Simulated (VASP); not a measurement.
Level of theory: MS2 meta-GGA, VASP's PBE PAW potentials (set 64) (plane waves; VASP).

A VASP calculation is set up with these files.

KPOINTS:
```
Automatic
0
G
6 6 4
```

**POSCAR**
```
CdS
1.0
  2.0416967203  -3.5363222816   0.0000000000
  2.0416967203   3.5363222816   0.0000000000
  0.0000000000   0.0000000000   6.6308278063
Cd S
2 2
Cart
  2.0416967203  -1.1787764514   3.3153546209
  2.0416967203   1.1787764514   6.6307685240
  2.0416967203  -1.1787764514   5.8152952684
  2.0416967203   1.1787764514   2.4998813652
```

### INCAR
```
SYSTEM=CdS
PREC=Accurate; ENCUT=520; LREAL=.False.
LASPH=.True.
EDIFF=1E-7; NELM=100; ALGO=Normal
LMAXMIX=4; LMIXTAU=.True.
ISMEAR=0; SIGMA=0.05
METAGGA=MS2
IBRION=2; NSW=30; ISIF=4
EDIFFG=-0.01
LWAVE=.False.; LCHARG=.False.
```

POTCAR, in this order: Cd S (PBE.64 set). Program: vasp_std.

What will the output report for the number of irreducible k-points (NKPTS), largest plane-wave count, number of space-group operations, FFT grid (NGX, NGY, NGZ)?

```json
{
 "number of irreducible k-points (NKPTS)": "21",
 "largest_plane_wave_count": "2610",
 "number_of_space_group_operations": "12",
 "FFT grid (NGX, NGY, NGZ)": "30 × 30 × 50"
}
```

The compound is CdS in the wurtzite structure. This cell is one point of a volume scan, at 0.94 of the reference volume.
